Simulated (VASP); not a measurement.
A VASP calculation is set up with these files.

INCAR:
```
SYSTEM=Hf
PREC=Accurate; ENCUT=300; LREAL=Auto
LASPH=.TRUE.
EDIFF=1E-6; NELM=100; ALGO=Normal
LMAXMIX=6
ISMEAR=0; SIGMA=0.1
ISIF=2
LWAVE=.FALSE.; LCHARG=.FALSE.
```

File KPOINTS:
```
Automatic
0
Gamma
5 3 1
0 0 0
```

File POSCAR:
```
Hf
1
    5.3771810000     0.0000000000     0.0000000000
    0.0000000000     9.9888050000     0.0000000000
    0.0000000000     0.0000000000    14.3644040000
Hf
20
Direct
  0.9166670000   0.0000000000   0.2784660000
  0.9166670000   0.5000000000   0.2784660000
  0.2500000000   0.7500000000   0.2784660000
  0.5833330000   0.2500000000   0.2784660000
  0.4166670000   0.0000000000   0.3892340000
  0.4166670000   0.5000000000   0.3892340000
  0.7500000000   0.7500000000   0.3892340000
  0.0833330000   0.2500000000   0.3892340000
  0.9166670000   0.0000000000   0.5000000000
  0.9166670000   0.5000000000   0.5000000000
  0.2500000000   0.7500000000   0.5000000000
  0.5833330000   0.2500000000   0.5000000000
  0.4166670000   0.0000000000   0.6107660000
  0.4166670000   0.5000000000   0.6107660000
  0.7500000000   0.7500000000   0.6107660000
  0.0833330000   0.2500000000   0.6107660000
  0.9166670000   0.0000000000   0.7215340000
  0.9166670000   0.5000000000   0.7215340000
  0.2500000000   0.7500000000   0.7215340000
  0.5833330000   0.2500000000   0.7215340000
```

POTCAR, in this order: Hf_pv (LDA.64 set). Program: vasp_std.

**Question.** Translate this LDA calculation to Quantum ESPRESSO's pw.x.

**Answer.** One equivalent input (not run):
```
&CONTROL
  calculation = 'scf'
  pseudo_dir = './pseudo'
  outdir = './out'
  tprnfor = .true.
  tstress = .true.
/
&SYSTEM
  ibrav = 0
  nat = 20
  ntyp = 1
  ecutwfc = 58
  occupations = 'smearing'
  smearing = 'gaussian'
  degauss = 0.00735
  input_dft = 'pz'
/
&ELECTRONS
  conv_thr = 7.3e-08
  electron_maxstep = 100
/
ATOMIC_SPECIES
  Hf 178.490 Hf.upf
CELL_PARAMETERS angstrom
     5.3771810    0.0000000    0.0000000
     0.0000000    9.9888050    0.0000000
     0.0000000    0.0000000   14.3644040
ATOMIC_POSITIONS crystal
  Hf   0.9166670  0.0000000  0.2784660
  Hf   0.9166670  0.5000000  0.2784660
  Hf   0.2500000  0.7500000  0.2784660
  Hf   0.5833330  0.2500000  0.2784660
  Hf   0.4166670  0.0000000  0.3892340
  Hf   0.4166670  0.5000000  0.3892340
  Hf   0.7500000  0.7500000  0.3892340
  Hf   0.0833330  0.2500000  0.3892340
  Hf   0.9166670  0.0000000  0.5000000
  Hf   0.9166670  0.5000000  0.5000000
  Hf   0.2500000  0.7500000  0.5000000
  Hf   0.5833330  0.2500000  0.5000000
  Hf   0.4166670  0.0000000  0.6107660
  Hf   0.4166670  0.5000000  0.6107660
  Hf   0.7500000  0.7500000  0.6107660
  Hf   0.0833330  0.2500000  0.6107660
  Hf   0.9166670  0.0000000  0.7215340
  Hf   0.9166670  0.5000000  0.7215340
  Hf   0.2500000  0.7500000  0.7215340
  Hf   0.5833330  0.2500000  0.7215340
K_POINTS automatic
  5 3 1 0 0 0
```
The two are equivalent in intent, not identical: the potentials are each code's own (VASP's PAW set, PseudoDojo norm-conserving files in pw.x), so ENCUT and ecutwfc are chosen apart and not converted; conv_thr bounds pw.x's estimated SCF error, while EDIFF bounds the energy change between steps.

The cell is a sheet with vacuum, built from a generated structure.
